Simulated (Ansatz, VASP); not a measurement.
# NaLiICl: VASP beside Ansatz

```
CELL_PARAMETERS angstrom
4.41897 0.00000 0.00000
0.00000 4.41897 0.00000
0.00000 0.00000 6.71257
ATOMIC_POSITIONS crystal
Na 0.50000 0.50000 0.50000
Li 0.00000 0.00000 0.00000
I 0.50000 0.50000 0.00000
Cl 0.00000 0.00000 0.50000
```

Change from the starting cell: strain +0.080 along x and y, +0.080 along z, atoms carried along.

Alike in both runs: task single point; functional LDA; k mesh 6 × 6 × 4; occupations gaussian, width 0.05 eV; no spin polarisation.

```csv
,VASP,Ansatz
version,VASP 6.6.1,Ansatz 0.2.0
potentials or method,"VASP PAW LDA potentials, release 64 (Na_pv, Li_sv, I, Cl)","scalar-relativistic, plane waves, PAW"
plane-wave cutoff (eV),520,420
valence electrons in the cell,24,36
```

```csv
,VASP,Ansatz,Ansatz less VASP
gap on the k mesh at the Fermi level (eV),3.38,3.37,-0.009
least direct gap on the mesh (eV),3.52,3.50,-0.011
```

The two sets of potentials don't hold the same shells in valence.

Caveats: spin-orbit coupling is left out, which moves the levels of the heavy elements. A k mesh can miss the band edges.
